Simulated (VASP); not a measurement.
A convergence study with VASP on Nb (space group Im-3m): a few settings are varied, all else stays as given below, so the limit is that of these other settings.

```
Nb
1.0
   -1.65825     1.65825     1.65825
    1.65825    -1.65825     1.65825
    1.65825     1.65825    -1.65825
Nb
1
Direct
  0.00000   0.00000   0.00000
```

All values below come from PBE GGA, VASP's PBE PAW potentials (set 64) (plane waves; VASP). The last row used: 300 eV cut-off, 21×21×21 Γ-centred mesh, tetrahedra with Blöchl corrections, potentials Nb_sv.

```json
[
 {"setting": "6×6×6 mesh", "E (eV/atom)": "-10.2724", "pressure (GPa)": "-4.71", "irreducible k-points": "16"},
 {"setting": "7×7×7 mesh", "E (eV/atom)": "-10.2602", "pressure (GPa)": "-3.16", "irreducible k-points": "20"},
 {"setting": "9×9×9 mesh", "E (eV/atom)": "-10.2112", "pressure (GPa)": "-2.68", "irreducible k-points": "35"},
 {"setting": "11×11×11 mesh", "E (eV/atom)": "-10.2088", "pressure (GPa)": "-2.35", "irreducible k-points": "56"},
 {"setting": "14×14×14 mesh", "E (eV/atom)": "___", "pressure (GPa)": "-2.39", "irreducible k-points": "104"},
 {"setting": "17×17×17 mesh", "E (eV/atom)": "-10.2022", "pressure (GPa)": "-2.42", "irreducible k-points": "165"},
 {"setting": "21×21×21 mesh", "E (eV/atom)": "___", "pressure (GPa)": "-2.39", "irreducible k-points": "286"}
]
```

What belongs in the gaps?

- 21×21×21 mesh, E (eV/atom): -10.2015
- 14×14×14 mesh, E (eV/atom): -10.2028

Left out are rungs that failed or repeat a setting and relaxations that didn't move; long series are thinned to 24 rows.

The structure is a typed Nb crystal (space group no. 229). The cell was not relaxed at this level.
